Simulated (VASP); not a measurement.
# BN (Qingsongite): GW quasiparticle gap, part 7 of 8

Wanted: how far GW moves the Kohn-Sham levels of BN (Qingsongite). The cell is of the zinc-blende type, one of the forms listed for this formula. The start is a cell from a database of measured crystal structures.

VASP 6.6.1, plane waves and PAW; the level of theory is named at each step.

So far, quasiparticle gap on the mesh (eV): step 3 (evGW0, evGW0 on PBE) 6.29; step 4 (evGW, evGW on PBE) 6.66; step 5 (QPGW0, QPGW0 on PBE) 6.60. Also gap on the k-mesh (eV): step 2 (empty bands, functional PBE) 4.46.

### 6. Orbitals for another starting point

This step: PBE; plane waves and PAW (N_GW, B_GW) (VASP 6.6.1).

A hybrid converges faster from good orbitals, so a cheap PBE run writes WAVECAR first.

The input, INCAR:

```
SYSTEM = BN
PREC = Accurate
ENCUT = 450
EDIFF = 1E-05
NELM = 100
ISMEAR = 0
SIGMA = 0.01
LREAL = .FALSE.
ALGO = Normal
GGA = PE
NBANDS = 10
LORBIT = 11
LWAVE = .TRUE.
LCHARG = .FALSE.
KPAR = 8
```

The input, POSCAR:

```
BN
1.0
    0.0000000000      1.8075000000      1.8075000000
    1.8075000000      0.0000000000      1.8075000000
    1.8075000000      1.8075000000      0.0000000000
N B
1 1
Direct
    0.7500000000      0.7500000000      0.7500000000
    0.0000000000      0.0000000000      0.0000000000
```

The input, KPOINTS:

```
Automatic mesh
0
Gamma
6 6 6
0 0 0
```

The projector-augmented-wave data sets are N_GW and B_GW (PBE family, release 64).

The run is started by

```console
> mpirun -np 8 vasp_std
```

Log:

```text
[banner, memory and clock lines left out]
running    8 mpi-ranks, on    1 nodes
 distrk:  each k-point on    1 cores,    8 groups
 distr:  one band on    1 cores,    1 groups

 POSCAR found type information on POSCAR N B
 POSCAR found :  2 types and       2 ions
 [... a notice as in an earlier step ...]

 LDA part: xc-table for (Slater+PW92), standard interpolation
 POSCAR, INCAR and KPOINTS ok, starting setup
 FFT: planning ... GRIDC
 FFT: planning ... GRID_SOFT
 FFT: planning ... GRID
 WAVECAR not read
 entering main loop
       N       E                     dE             d eps       ncg     rms          rms(c)
DAV:   1     0.250081000643E+02    0.25008E+02   -0.50098E+03   320   0.795E+02
DAV:   2    -0.174886346214E+02   -0.42497E+02   -0.40792E+02   366   0.241E+02
DAV:   3    -0.183785720463E+02   -0.88994E+00   -0.88866E+00   398   0.302E+01
DAV:   4    -0.183816920660E+02   -0.31200E-02   -0.31196E-02   370   0.182E+00
DAV:   5    -0.183817132351E+02   -0.21169E-04   -0.21169E-04   396   0.149E-01    0.605E+00
DAV:   6    -0.175349198663E+02    0.84679E+00   -0.28633E+00   434   0.142E+01    0.229E+00
DAV:   7    -0.174572336591E+02    0.77686E-01   -0.87000E-02   450   0.308E+00    0.118E+00
DAV:   8    -0.174430792991E+02    0.14154E-01   -0.38444E-02   460   0.197E+00    0.142E-01
DAV:   9    -0.174434977751E+02   -0.41848E-03   -0.10571E-03   352   0.312E-01    0.384E-02
DAV:  10    -0.174434987763E+02   -0.10012E-05   -0.90310E-05   384   0.103E-01
   1 F= -.17443499E+02 E0= -.17443499E+02  d E =-.298020E-66
 writing wavefunctions
```

It took 1.2 s on 8 MPI ranks of Intel Xeon 6975P-C (Granite Rapids), shared host; peak memory 0.82 GiB; 3.8 s of CPU time.

From OUTCAR (step 6):

```text
   k-points           NKPTS =     16   k-points in BZ     NKDIM =     16   number of bands    NBANDS=     10

   NELECT =       8.0000    total number of electrons

 E-fermi :   7.5856

 k-point     1 :       0.0000    0.0000    0.0000
  band No.  band energies     occupation
      1     -12.7702      2.00000
      2       7.4657      2.00000
      3       7.4657      2.00000
      4       7.4657      2.00000
      5      16.2834      0.00000
      6      16.2834      0.00000
      7      16.2834      0.00000
      8      17.8049      0.00000
      9      32.2057      0.00000
    ...

  Total       -0.0456874     -0.0456874     -0.0456874      0.0000000      0.0000000      0.0000000
  in kB       -6.1978713     -6.1978713     -6.1978713      0.0000000      0.0000000      0.0000000
  external PRESSURE =      -6.1978713 kB  Pullay stress =       0.0000000 kB

 POSITION                                       TOTAL-FORCE (eV/Angst)
 -----------------------------------------------------------------------------------
      2.71125      2.71125      2.71125        -0.000000     -0.000000     -0.000000
      0.00000      0.00000      0.00000         0.000000      0.000000      0.000000
 -----------------------------------------------------------------------------------
    total drift:                               -0.000000     -0.000000     -0.000001

  FREE ENERGIE OF THE ION-ELECTRON SYSTEM (eV)
  ---------------------------------------------------
  free  energy   TOTEN  =       -17.4434987763 eV

  energy  without entropy=      -17.4434987763  energy(sigma->0) =      -17.44349878

[... 7 parts as in an earlier step ...]

[... 9 further parts left out ...]
```

This step gave:

* free energy (TOTEN): -17.44 eV
* Fermi energy: 7.586 eV
* pressure: -0.6198 GPa
* gap on the k-mesh: 4.457 eV

The run ends at a pressure of -0.62 GPa.

### 7. Another starting point

This step: HSE06; plane waves and PAW (N_GW, B_GW) (VASP 6.6.1).

To see how much the result owes to its start, the ground state is made again with HSE06. A small SIGMA keeps every occupation at zero or full.

The input, INCAR:

```
SYSTEM = BN
PREC = Accurate
ENCUT = 450
EDIFF = 1E-08
NELM = 100
ISMEAR = 0
SIGMA = 0.01
LREAL = .FALSE.
ALGO = Normal
LHFCALC = .TRUE.
AEXX = 0.25
GGA = PE
HFSCREEN = 0.2
LASPH = .TRUE.
NBANDS = 10
PRECFOCK = Fast
LORBIT = 11
LWAVE = .TRUE.
LCHARG = .FALSE.
KPAR = 8
```

POSCAR is that of step 6.

KPOINTS is that of step 6.

The WAVECAR or CHGCAR of an earlier step is read.

The run is started by

```console
> mpirun -np 8 vasp_std
```

Log:

```text
[banner, memory and clock lines left out]
running    8 mpi-ranks, on    1 nodes
 distrk:  each k-point on    1 cores,    8 groups
 distr:  one band on    1 cores,    1 groups

 POSCAR found type information on POSCAR N B
 POSCAR found :  2 types and       2 ions
 [... a notice as in an earlier step ...]

 LDA part: xc-table for (Slater+PW92), standard interpolation
 found WAVECAR, reading the header
 POSCAR, INCAR and KPOINTS ok, starting setup
 FFT: planning ... GRIDC
 FFT: planning ... GRID_SOFT
 FFT: planning ... GRID
 reading WAVECAR
 the WAVECAR file was read successfully
 initial charge from wavefunction
 entering main loop
       N       E                     dE             d eps       ncg     rms          rms(c)
DAV:   1    -0.203672747452E+02   -0.20367E+02   -0.30319E-01   446   0.699E+00    0.366E-01
DAV:   2    -0.203677724120E+02   -0.49767E-03   -0.13403E-03   386   0.363E-01    0.236E-01
DAV:   3    -0.203671067682E+02    0.66564E-03   -0.43036E-04   434   0.203E-01    0.138E-01
DAV:   4    -0.203669300203E+02    0.17675E-03   -0.14086E-04   480   0.129E-01    0.797E-02
DAV:   5    -0.203668796427E+02    0.50378E-04   -0.33368E-05   466   0.756E-02    0.452E-02
DAV:   6    -0.203668653830E+02    0.14260E-04   -0.87979E-06   460   0.413E-02    0.255E-02
DAV:   7    -0.203668612407E+02    0.41423E-05   -0.22913E-06   462   0.217E-02    0.145E-02
DAV:   8    -0.203668600620E+02    0.11787E-05   -0.61208E-07   480   0.110E-02    0.842E-03
DAV:   9    -0.203668597077E+02    0.35434E-06   -0.18047E-07   440   0.603E-03    0.491E-03
DAV:  10    -0.203668596286E+02    0.79061E-07   -0.53092E-08   400   0.342E-03    0.287E-03
DAV:  11    -0.203668596327E+02   -0.40843E-08   -0.15288E-08   262   0.195E-03
   1 F= -.20366860E+02 E0= -.20366860E+02  d E =-.185020E-69
 writing wavefunctions
```

The job ended after 8.8 s (8 MPI ranks; peak memory 1.6 GiB).

OUTCAR, selected parts (step 7):

```text
   k-points           NKPTS =     16   k-points in BZ     NKDIM =    216   number of bands    NBANDS=     10

   NELECT =       8.0000    total number of electrons

  exchange ACFDT corr.  =         0.00000000  see jH, gK, PRB 81, 115126

 E-fermi :   6.7106

 k-point     1 :       0.0000    0.0000    0.0000
  band No.  band energies     occupation
      1     -15.5212      2.00000
      2       6.5877      2.00000
      3       6.5877      2.00000
      4       6.5877      2.00000
      5      17.1708      0.00000
      6      17.1708      0.00000
      7      17.1708      0.00000
      8      18.7371      0.00000
      9      33.3427      0.00000
    ...

 POSITION                                       TOTAL-FORCE (eV/Angst)
 -----------------------------------------------------------------------------------
      2.71125      2.71125      2.71125        -0.000000     -0.000000     -0.000000
      0.00000      0.00000      0.00000         0.000000      0.000000      0.000000
 -----------------------------------------------------------------------------------
    total drift:                               -0.000002     -0.000001     -0.000001

  FREE ENERGIE OF THE ION-ELECTRON SYSTEM (eV)
  ---------------------------------------------------
  free  energy   TOTEN  =       -20.3668596327 eV

  energy  without entropy=      -20.3668596327  energy(sigma->0) =      -20.36685963

[... 7 parts as in an earlier step ...]

[... 9 further parts left out ...]
```

The PAW data sets were made with PBE, which is usual practice but a small mismatch for other functionals.

Numbers from this step:

```
free energy (TOTEN)            : -20.37 eV
Fermi energy                   : 6.711 eV
gap on the k-mesh              : 5.804 eV
least direct gap on the k-mesh : 10.58 eV
```

### 8. Empty bands, functional HSE06

ALGO = Exact makes the empty bands from the converged ground state in one step. LOPTICS writes the k-derivatives of the orbitals (WAVEDER), which give the long-wavelength limit of the screening.

The input, INCAR:

```
SYSTEM = BN
PREC = Accurate
ENCUT = 450
ISMEAR = 0
SIGMA = 0.01
LREAL = .FALSE.
LHFCALC = .TRUE.
AEXX = 0.25
GGA = PE
HFSCREEN = 0.2
LASPH = .TRUE.
NBANDS = 80
PRECFOCK = Fast
ALGO = Exact
NELM = 1
LWAVE = .TRUE.
LCHARG = .FALSE.
LOPTICS = .TRUE.
NEDOS = 1000
CSHIFT = 0.1
```

POSCAR is that of step 7.

KPOINTS is that of step 7.

The run starts from files that an earlier step left in the folder.

The run is started by

```console
> mpirun -np 8 vasp_std
```

Log:

```text
[banner, memory and clock lines left out]
running    8 mpi-ranks, on    1 nodes
[...]
[... a notice as in an earlier step ...]

 LDA part: xc-table for (Slater+PW92), standard interpolation
 found WAVECAR, reading the header
  number of bands has changed, file:    10 present:    80
  trying to continue reading WAVECAR, but it might fail
 POSCAR, INCAR and KPOINTS ok, starting setup
[...]
reading WAVECAR
 random initialization beyond band           10
 the WAVECAR file was read successfully
 initial charge from wavefunction
 entering main loop
       N       E                     dE             d eps       ncg     rms          rms(c)
DIA:   1    -0.203668597324E+02   -0.20367E+02    0.00000E+00     0   0.000E+00
   1 F= -.20366860E+02 E0= -.20366860E+02  d E =-.297589-152
 writing wavefunctions
 optical routines
 imaginary and real dielectric function
 recalculating local potential from charge density
 direction            1
 direction            2
 direction            3
```

Run time: 42 s. Hardware: 8 MPI ranks; peak memory 1.7 GiB.

Parts of OUTCAR (step 8):

```text
  FREE ENERGIE OF THE ION-ELECTRON SYSTEM (eV)
  ---------------------------------------------------
  free  energy   TOTEN  =       -20.3668597324 eV

  energy  without entropy=      -20.3668597324  energy(sigma->0) =      -20.36685973

[... 3 parts as in an earlier step ...]

[... 1 further part left out ...]
[key lines of the parts left out:]
E-fermi :   6.7726
```

(Part 7 of 8 ends here.)

[Lines on the potential files, build, host, timing and source positions are cut from VASP's logs without a mark.]

[Logs are printed without paths, hosts, clocks, repeated set-up lines and the standing remarks that a program may print on its own settings, such as how far it seeks lower states.]

[Hosts, paths, dates, database ids (printed as entryN), source tags and the programs' standing remarks are cut or masked in the printed files.]

[Pressures printed for these runs are not shown converged in the cutoff: they can be off by several GPa and have the wrong sign.]
